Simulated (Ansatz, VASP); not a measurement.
**C (amorphous carbon) in two plane-wave programs**

One calculation is typed for both programs; each brings its own data sets. How far apart do they land? The cell is taken from a series of runs on this material, whose earlier steps may have relaxed, scaled, displaced or heated it; both programs get it as it stands.

Main program and level: Ansatz 0.2.0; plane waves, with VASP 6.6.1 beside it; single point at revPBE.

## 1. Set-up

The cell holds 160 atoms: 160 C. Cell: a = 10.861 Å, b = 10.861 Å, c = 10.861 Å, α = 90.0°, β = 90.0°, γ = 90.0°. As first built, before any earlier steps moved the atoms (in the runner's words): 160 atoms (160 C) placed at random at 2.49 g/cm^3, melted at 5500 K for 10 ps at fixed volume with the LCBOP (Los and Fasolino, Phys. Rev. B 68, 024107 (2003)). Quenched from 5500 K to 700 K at 500 K/ps and fixed volume, held 5 ps.

## 2. VASP: single point, revPBE

With cell and atoms fixed, the geometry can't cause a difference; cores, projectors, grids and the points listed under the comparison can.

Lines of VASP's logs that name or quote its potential files are left out, and so is its time.

INCAR reads:

```
SYSTEM = C
PREC = Accurate
ENCUT = 520
EDIFF = 1E-06
NELM = 120
ISMEAR = 0
SIGMA = 0.05
LREAL = Auto
ALGO = Normal
GGA = RE
NBANDS = 432
LORBIT = 11
LWAVE = .FALSE.
LCHARG = .FALSE.
ISIF = 2
LASPH = .TRUE.
GGA_COMPAT = .FALSE.
```

POSCAR reads:

```
C
1.0
   10.8607000000      0.0000000000      0.0000000000
    0.0000000000     10.8607000000      0.0000000000
    0.0000000000      0.0000000000     10.8607000000
C
160
Direct
    0.7090200000      0.6278200000      0.1950100000
    0.8509100000      0.0709600000      0.8016000000
    0.1658400000      0.1136700000      0.8948800000
    0.6071000000      0.2645000000      0.4670200000
    0.1648900000      0.2400800000      0.6880700000
    0.3821300000      0.8528000000      0.0299600000
    0.5771700000      0.6031100000      0.6407000000
    0.2462500000      0.7442600000      0.2599000000
    0.4506000000      0.6672400000      0.2958900000
    0.1561700000      0.0805100000      0.1399800000
    0.4534700000      0.6072600000      0.6715100000
    0.5980900000      0.1251100000      0.9447200000
    0.7392000000      0.9664500000      0.5623200000
    0.6104100000      0.7723700000      0.4944200000
    0.6710200000      0.9060600000      0.0265000000
    0.9457200000      0.5563500000      0.7566700000
    0.9601300000      0.0639300000      0.5612400000
    0.8038000000      0.0802300000      0.3824400000
    0.7843700000      0.3396200000      0.7911700000
    0.1227700000      0.4436000000      0.5826600000
    0.4021300000      0.8063100000      0.5434000000
    0.9237000000      0.9727200000      0.7649700000
    0.4689300000      0.7571700000      0.9803600000
    0.4719800000      0.9837800000      0.7505000000
    0.1489100000      0.1613900000      0.4847600000
    0.5114200000      0.3588200000      0.0180200000
    0.1808400000      0.3227400000      0.2402800000
    0.3389000000      0.0078000000      0.7627000000
    0.5574200000      0.2932600000      0.1288700000
    0.5421600000      0.0473000000      0.6560200000
[... 124 atom lines left out ...]
    0.3746300000      0.3153400000      0.9662100000
    0.6643500000      0.3704200000      0.8385800000
    0.2538500000      0.8416800000      0.0002000000
    0.2101800000      0.1170300000      0.3804000000
    0.8127800000      0.2892000000      0.5554400000
    0.2617800000      0.9576400000      0.6556300000
```

KPOINTS reads:

```
Automatic mesh
0
Gamma
1 1 1
0 0 0
```

Potentials, in the order of the species: C (PBE family, release 64).

Run with:

```bash
> export OMP_NUM_THREADS=4
> mpirun -np 1 vasp_gam
```

Numbers of over 12 decimals in the logs are rounded to 6 here.

The log of the run:

```text
[banner, memory and clock lines left out]
running    1 mpi-ranks, on    1 nodes
[...]
Offloading initialized ...    1 GPUs detected
[...]
|                                                                             |
|               ----> ADVICE to this user running VASP <----                  |
|                                                                             |
|     You enforced a specific xc type in the INCAR file but a different       |
|     [... a line on the potential file left out ...]
|     I HOPE YOU KNOW WHAT YOU ARE DOING!                                     |
|                                                                             |

 LDA part: xc-table for (Slater+PW92), standard interpolation
 POSCAR, INCAR and KPOINTS ok, starting setup
[...]
entering main loop
       N       E                     dE             d eps       ncg     rms          rms(c)
DAV:   1     0.445740659039E+04    0.44574E+04   -0.37686E+05   864   0.149E+03
DAV:   2    -0.900831222299E+03   -0.53582E+04   -0.50295E+04  1112   0.340E+02
DAV:   3    -0.131131330173E+04   -0.41048E+03   -0.39501E+03  1016   0.927E+01
DAV:   4    -0.132272396727E+04   -0.11411E+02   -0.11323E+02  1024   0.164E+01
[...]
DAV:  20    -0.125289238946E+04   -0.11302E-04   -0.17336E-05   968   0.681E-03    0.467E-03
DAV:  21    -0.125289239127E+04   -0.18044E-05   -0.39136E-06   784   0.324E-03    0.207E-03
DAV:  22    -0.125289239148E+04   -0.20696E-06   -0.65988E-07   528   0.145E-03
   1 F= -.12528924E+04 E0= -.12528560E+04  d E =-.727108E-01
```

OUTCAR, selected parts (step 2):

```text
  FREE ENERGIE OF THE ION-ELECTRON SYSTEM (eV)
  ---------------------------------------------------
  free  energy   TOTEN  =     -1252.8923914758 eV

  energy  without entropy=    -1252.8196806890  energy(sigma->0) =    -1252.85603608
```

The gap is under twice the smearing width, so the edge states are partly filled and the run can't tell a small gap from a semimetal.

## 3. Ansatz: single point, revPBE

Ansatz runs on its default PAW (the set named soft_2) files.

The same cell, functional, mesh and smearing now go to Ansatz, which takes its cutoff from its data sets.

input.yaml reads:

```yaml
crystal:
  lattice:
    - [10.8607, 0.0, 0.0]
    - [0.0, 10.8607, 0.0]
    - [0.0, 0.0, 10.8607]
  atoms:
    - { symbol: C, position: [0.70902, 0.62782, 0.19501] }
    - { symbol: C, position: [0.85091, 0.07096, 0.8016] }
    - { symbol: C, position: [0.16584, 0.11367, 0.89488] }
    - { symbol: C, position: [0.6071, 0.2645, 0.46702] }
    - { symbol: C, position: [0.16489, 0.24008, 0.68807] }
    - { symbol: C, position: [0.38213, 0.8528, 0.02996] }
    - { symbol: C, position: [0.57717, 0.60311, 0.6407] }
    - { symbol: C, position: [0.24625, 0.74426, 0.2599] }
    - { symbol: C, position: [0.4506, 0.66724, 0.29589] }
    - { symbol: C, position: [0.15617, 0.08051, 0.13998] }
    - { symbol: C, position: [0.45347, 0.60726, 0.67151] }
    - { symbol: C, position: [0.59809, 0.12511, 0.94472] }
    - { symbol: C, position: [0.7392, 0.96645, 0.56232] }
    - { symbol: C, position: [0.61041, 0.77237, 0.49442] }
    - { symbol: C, position: [0.67102, 0.90606, 0.0265] }
    - { symbol: C, position: [0.94572, 0.55635, 0.75667] }
    - { symbol: C, position: [0.96013, 0.06393, 0.56124] }
    - { symbol: C, position: [0.8038, 0.08023, 0.38244] }
    - { symbol: C, position: [0.78437, 0.33962, 0.79117] }
    - { symbol: C, position: [0.12277, 0.4436, 0.58266] }
    - { symbol: C, position: [0.40213, 0.80631, 0.5434] }
    - { symbol: C, position: [0.9237, 0.97272, 0.76497] }
    - { symbol: C, position: [0.46893, 0.75717, 0.98036] }
    - { symbol: C, position: [0.47198, 0.98378, 0.7505] }
    - { symbol: C, position: [0.14891, 0.16139, 0.48476] }
    - { symbol: C, position: [0.51142, 0.35882, 0.01802] }
    - { symbol: C, position: [0.18084, 0.32274, 0.24028] }
    - { symbol: C, position: [0.3389, 0.0078, 0.7627] }
    - { symbol: C, position: [0.55742, 0.29326, 0.12887] }
    - { symbol: C, position: [0.54216, 0.0473, 0.65602] }
[... 124 atom lines left out ...]
    - { symbol: C, position: [0.37463, 0.31534, 0.96621] }
    - { symbol: C, position: [0.66435, 0.37042, 0.83858] }
    - { symbol: C, position: [0.25385, 0.84168, 0.0002] }
    - { symbol: C, position: [0.21018, 0.11703, 0.3804] }
    - { symbol: C, position: [0.81278, 0.2892, 0.55544] }
    - { symbol: C, position: [0.26178, 0.95764, 0.65563] }
kpoints:
  mp_grid: { grid: [1, 1, 1] }
hamiltonian:
  xc: revpbe
scf:
  occupations: { method: gaussian, width: 0.05 }
output:
  forces: true
```

Run with:

```bash
> ansatz run input.yaml --threads 4 --pin off --max-ram 8192MiB --backend cpu --events-out ev --progress --plain --runs-dir out
```

The log of the run:

```text
Engine: ansatz 0.2.0, aarch64-unknown-linux-gnu
Pseudopotentials: kind: paw
Pseudopotential: C, paw, valence charge 4, recommended cutoff 420 eV (normal), C.paw.azcp
Functional definition: revPBE
  parameter kappa = 1.245
  parameter beta = 0.066725
  exchange = pbe_x(kappa = kappa, mu = beta*pi^2/3)
  correlation = pbe_c(beta = beta)
Crystal: 160 atoms, lattice volume = 1281.072 Å³
Basis set: ecut = 420 eV, 25173 PW (Γ), exchange–correlation on 150×150×150 points (8 copies of the dense FFT grid, shifted against one another)
Bands: 480, of which v1, the nominal top of the filled ones, is band 320 counted from 1 (319 counted from 0)
Symmetry: 1 space group operations
Space group: P1 (ITA 1), of the structure as read, at distance tolerance 1.1e-4 Å
k-points: 1
Non-local potential: C, projectors of the file, l = 0: 2, l = 1: 2, l = 2: 1
PAW form: soft (Blöchl's): semilocal exchange-correlation on the pseudo side does not see the compensation charge
PAW frozen core: C, regenerated for the run's functional, and the local potential with it (the file was generated under x = pbe(κ = 0.804, μ = 0.219515), c = pbe(β = 0.066725))
PAW one-centre angular grid: C, 110 points (default); XC on 64 Gauss nodes
Initial density: superposition of atomic densities (neutral atoms: chi_scale 0, normalization atom), corrected by the library's trained network
Initial wavefunctions: pseudopotential atomic-orbital guess
Functional: x = revpbe(κ = 1.245, μ = 0.219515), c = pbe(β = 0.066725)
SCF iter   1: F=—  HF=-40136.736241 eV  |F-HF|=—  |Δ(HF+E_count)|=         —  Δρ=1.63e-2  dr2=8.72e0  ethr=1.77e-3  ⟨swp⟩=5.0  Hψ=1930  notcnv=0  defer=124
preconditioner: auto → Kerker (q_TF=auto, 2.430 Å⁻¹)  [metal: Δε(μ)=0.039 eV  Ē_g=14.308 eV  σ=0.050 eV  W_gap=0.41  n_scr=304 (ndim 8)  ℏωp=26.2 eV  f_vac=0.008  D(μ)=44.91/eV (n_scr^D=340)]
SCF iter   2: F=—  HF=-40136.242349 eV  |F-HF|=—  |Δ(HF+E_count)|=   4.94e-1  Δρ=8.71e-3  dr2=3.41e0  ethr=1.36e-3  ⟨swp⟩=1.0  Hψ=552  notcnv=0  defer=124
SCF iter   3: F=—  HF=-40135.956289 eV  |F-HF|=—  |Δ(HF+E_count)|=   2.86e-1  Δρ=2.29e-3  dr2=1.72e-1  ethr=5.33e-4  ⟨swp⟩=2.0  Hψ=375  notcnv=0  defer=124
SCF iter   4: F=—  HF=-40135.957271 eV  |F-HF|=—  |Δ(HF+E_count)|=   9.81e-4  Δρ=9.85e-4  dr2=2.42e-2  ethr=2.69e-5  ⟨swp⟩=2.0  Hψ=479  notcnv=0  defer=135
SCF iter   5: F=—  HF=-40135.957286 eV  |F-HF|=—  |Δ(HF+E_count)|=   1.51e-5  Δρ=2.77e-4  dr2=3.86e-3  ethr=3.79e-6  ⟨swp⟩=2.0  Hψ=551  notcnv=0  defer=135
SCF iter   6: F=—  HF=-40135.957791 eV  |F-HF|=—  |Δ(HF+E_count)|=   5.05e-4  Δρ=1.08e-4  dr2=6.06e-4  ethr=6.03e-7  ⟨swp⟩=3.0  Hψ=722  notcnv=0  defer=135
SCF iter   7: F=—  HF=-40135.957944 eV  |F-HF|=—  |Δ(HF+E_count)|=   1.53e-4  Δρ=4.18e-5  dr2=8.14e-5  ethr=9.47e-8  ⟨swp⟩=2.0  Hψ=418  notcnv=0  defer=135
SCF iter   8: F=—  HF=-40135.955646 eV  |F-HF|=—  |Δ(HF+E_count)|=   2.30e-3  Δρ=1.70e-5  dr2=1.23e-5  ethr=1.27e-8  ⟨swp⟩=2.0  Hψ=650  notcnv=0  defer=149
SCF iter   9: F=—  HF=-40135.955653 eV  |F-HF|=—  |Δ(HF+E_count)|=   6.70e-6  Δρ=6.95e-6  dr2=1.84e-6  ethr=1.92e-9  ⟨swp⟩=2.0  Hψ=554  notcnv=0  defer=149
SCF iter  10: F=—  HF=-40135.955654 eV  |F-HF|=—  |Δ(HF+E_count)|=   1.32e-6  Δρ=2.65e-6  dr2=2.97e-7  ethr=2.87e-10  ⟨swp⟩=2.0  Hψ=634  notcnv=0  defer=149
SCF iter  11: F=-40135.955655 eV  HF=-40135.955655 eV  |F-HF|=9.35e-9  |Δ(HF+E_count)|=   2.02e-7  Δρ=1.14e-6  dr2=5.97e-8  ethr=1.56e-11  ⟨swp⟩=4.0  Hψ=1275  notcnv=0
SCF 1 converged in 11 iterations: F = -40135.955655 eV  dr2 = 5.97e-8
  greatest PAW one-centre occupation: 0.696 electrons in one spin orbital (limit 2), on the C atom at site 81 (counted from 0), in its partial waves of l = 0
SCF converged after 11 iterations
Free energy (F): -40135.955655 eV
Harris-Foulkes:  -40135.955655 eV  (|F-HF|=9.35e-9)
Internal energy: -40135.882985 eV  (E = F + TS)
E sigma→0 (E₀):  -40135.919320 eV
Entropy (-TS):   -0.072669 eV (-0.454 meV/atom)
Fermi energy:    8.272398 eV
--- Per-component energies (eV) ---
  E_band       = -333.315696
  E_kinetic    = 14371.293306
  E_local      = -19948.573480  (includes V_loc(G=0)·N_el)
  E_nonlocal   = 4273.637781
  E_hartree    = 5708.433133
  E_xc         = -7641.930084
  E_vxc        = -9453.121334  (∫ρ·V_xc dr)
  E_paw        = -15991.853948  (= ΣΔE_a)
  E_vpaw       = -993.413839  (= ΣTr[D̂ρ^β])
  E_aug_tail   = 0.001107  (compensation charges beyond the density's cutoff)
  E_ewald      = -20905.024002
  E_core_change = -1.866799  (= ΣΔE_core)
  E_smearing   = -0.072669  (= −TS)
  E_closure    = -0.000000  (closes the sum)
  Σ components = -40135.955655   (vs F -40135.955655, Δ=0.00e0)
--- Forces (eV/Å), atoms counted from 1 ---
  atom   1  C     -0.57652642    -1.89472662     1.12490516
  atom   2  C     -3.80225568     1.83022737     0.02388812
  atom   3  C     -2.96389637     1.87905603    -0.37424996
  atom   4  C      0.75984355     0.56661936     1.18668644
  atom   5  C      0.00580864     2.31086286     2.31777139
  atom   6  C     -0.84285736     1.45451220     2.39507286
  atom   7  C      2.43878555     1.09773902     0.43222116
  atom   8  C      0.52536979    -0.39861983    -0.65973437
  atom   9  C      1.11390795    -0.19955096     0.72180116
  atom  10  C      1.95142709     1.00080594    -1.35520470
  atom  11  C     -0.16289054    -1.20725660     0.38871076
  atom  12  C      0.79077938     0.13158799     3.03527764
  atom  13  C     -1.22185003     0.10977715     2.25553246
  atom  14  C      1.52491053     1.19815938     1.03117648
  atom  15  C      2.25278859    -2.74555098    -1.47003471
  atom  16  C      0.50560798    -0.70106047     0.48854614
  atom  17  C     -1.26099365     1.00586552    -1.47913932
  atom  18  C      1.45073191     0.64711972     3.51246863
  atom  19  C     -1.30068013     0.77862447     0.18548707
  atom  20  C     -1.16717663    -0.58134106    -2.61787164
  atom  21  C      2.29432543    -1.62962220     0.60307285
  atom  22  C      1.78104465    -0.98530138    -1.15344328
  atom  23  C      4.30536541    -0.60052841    -2.20278639
  atom  24  C      1.59097422     1.09101245    -0.34780636
[...]
atom 153  C      0.58533398    -0.05398584    -0.65734171
  atom 154  C     -1.41979927     3.22419029    -1.32289330
  atom 155  C      1.71916810    -2.32518242    -1.91285584
  atom 156  C      2.18559056     0.80257244     2.27935913
  atom 157  C      0.26155955     0.06696908    -2.58852775
  atom 158  C      0.81829977    -0.66978699    -1.94654836
  atom 159  C     -2.73520928    -0.83429088     2.28922004
  atom 160  C     -0.66682391     0.50247333     1.52805545
  max |Σ_I F_I| component: 1.80e-5 eV/Å
```

In the SCF lines HF is the Harris–Foulkes energy and dr2 the Hartree energy of the density residual, in eV; the loop may stop once dr2 is under the threshold and the program's other checks hold. Hψ counts applications of the Hamiltonian.

## 4. Differences

Known differences besides the potentials themselves: the cutoff is 420 eV in Ansatz and 520 eV in VASP (PREC = Accurate, projectors in real space); Ansatz makes its cores anew for this functional, VASP keeps those of its PBE data sets. Total energies have different zeros and are not compared.

Forces on 9 of the 160 atoms, those with the largest forces and the largest differences (eV/Å; atoms numbered as in POSCAR):

```csv
atom,"Ansatz x, y, z","VASP x, y, z"
C39,"5.867, -0.784, 1.060","5.893, -0.768, 1.053"
C49,"0.242, -4.544, -3.349","0.259, -4.559, -3.335"
C79,"-4.185, 2.032, 0.888","-4.223, 1.996, 0.889"
C104,"-5.377, 0.849, -2.226","-5.384, 0.879, -2.219"
C106,"-0.872, 5.553, 0.279","-0.870, 5.557, 0.284"
C108,"5.188, 1.419, -0.936","5.188, 1.429, -0.914"
C110,"-3.169, 5.471, -2.489","-3.174, 5.477, -2.505"
C131,"0.858, -0.030, 1.198","0.813, 0.000, 1.198"
C145,"-4.356, 0.415, 3.237","-4.385, 0.444, 3.218"
```

The forces differ by 14 meV/Å r.m.s., which is 0.8 % of the r.m.s. force of 1.710 eV/Å (both taken over all components).

## 5. Summary of results

| Property | Result |
| --- | --- |
| r.m.s. force difference (single point, revPBE) | 0.82 % of the r.m.s. force |

In words: The r.m.s. force difference is 0.82 % of the r.m.s. force (single point, revPBE), within the 3 % picked in this series as the mark of a large difference. How closely two codes agree says nothing of how well the functional describes the real material.

[Lines on the potential files, build, host, timing and source positions are cut from VASP's logs without a mark.]

[Logs are printed without paths, hosts, clocks, repeated set-up lines and the standing remarks that a program may print on its own settings, such as how far it seeks lower states.]

[Hosts, paths, dates, database ids (printed as entryN), source tags and the programs' standing remarks are cut or masked in the printed files.]
